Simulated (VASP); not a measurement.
Given:

```
AlNi3
1.0
    3.39427     0.00000     0.00000
    0.00000     3.39427     0.00000
    0.00000     0.00000     3.39427
Al Ni
1 3
Cartesian
  0.00000   0.00000   0.00000
  0.00000   1.69714   1.69714
  1.69714   0.00000   1.69714
  1.69714   1.69714   0.00000
```
Starting moments (μB, in the order of the record's atoms Al Ni Ni Ni): 0.0 0.2 0.2 0.2.

The numbers are results of LDA (Ceperley-Alder, Perdew-Zunger), VASP's LDA PAW potentials (set 64) (plane waves; VASP), not measurements. Numerical set-up: 500 eV cut-off, 9×9×9 Γ-centred mesh, first-order Methfessel-Paxton smearing of 0.10 eV, potentials Al Ni.

Energy and stress use the plane-wave basis of the starting cell.

**Question.** The ions, cell shape and volume at an external pressure of 30.0 GPa are relaxed. Predict the relaxed structure.

**Answer.** 
```
AlNi3
1.0
    3.36025     0.00000     0.00000
    0.00000     3.36025     0.00000
    0.00000     0.00000     3.36025
Al Ni
1 3
Cartesian
  0.00000   0.00000   0.00000
  0.00000   1.68012   1.68012
  1.68012   0.00000   1.68012
  1.68012   1.68012   0.00000
```
Space group Pm-3m (221), at a tolerance of 0.03 Å. The cell ends with 0.00 μB, on the sites 0.00 0.00 0.00 0.00 μB.

**Question.** How do energy and volume change from the first to the last step?

**Answer.** The energy (σ→0) changes by +44.8 meV/atom and the volume by -3.0 %, in 3 ionic steps.

The compound is Ni3Al in the L1_2 structure. This run relaxes it under an external pressure of 30 GPa. Symmetry was kept, so distortions that lower it aren't found.
